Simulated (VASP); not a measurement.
Be3Se2O:

```
CELL_PARAMETERS angstrom
2.88369 -5.02328 0.00000
2.88369 5.02328 0.00000
-1.99277 0.00000 3.08395
ATOMIC_POSITIONS crystal
Be 0.36477 0.09443 0.25994
Be 0.09443 0.36477 0.25994
Be 0.78127 0.78127 0.11070
Se 0.34136 0.67428 0.00693
Se 0.67428 0.34136 0.00693
O 0.06043 0.06043 0.15773
```

The cell was built by a generator and needn't be a form met in nature.

Base run:

```yaml
Program: VASP 6.6.1
Functional: PBE
Potentials_or_basis: VASP PAW PBE potentials, release 64 (Be, Se, O)
Cutoff: 520 eV
k_mesh: 6 × 6 × 8
Occupations: gaussian, width 0.03 eV
Spin: no spin polarisation
```

Its results: band gap on the k mesh 2.82 eV, direct.

The run is repeated on the same cell with these changes: functional from PBE to PBEsol. What comes out?

Band gap on the k mesh 2.68 eV, direct.
